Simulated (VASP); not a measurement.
Bi (space group R-3m): the measured cell of entry 7123352 of the Crystallography Open Database is

```xyz
2
Lattice="2.2740 1.3129 3.9533 -2.2740 1.3129 3.9533 0.0000 -2.6258 3.9533" Properties=species:S:1:pos:R:3 pbc="T T T"
Bi     0.0000     0.0000     2.7741
Bi     0.0000     0.0000     9.0859
```

Computed with r2SCAN meta-GGA, VASP's PBE PAW potentials (set 64) (plane waves; VASP). Settings: 400 eV cut-off, 8×8×8 Γ-centred mesh, tetrahedra with Blöchl corrections, potentials Bi_d.

The calculation is for a static lattice at zero pressure; the measurement, whose temperature isn't given here, holds thermal and zero-point expansion. The entry's conditions were not checked, so it may have been measured under pressure.

How far does the relaxed conventional cell lie from the measured one?

```tsv
	measured	computed	difference
a (Å)	4.548	4.540	-0.2 %
c (Å)	11.860	12.313	+3.8 %
V (Å³/atom)	35.41	36.63	+3.4 %
```

The structure comes from a measured Bi entry (R-3m) of the Crystallography Open Database, whose conditions weren't checked. It was relaxed first. Symmetry was kept, so distortions that lower it aren't found.
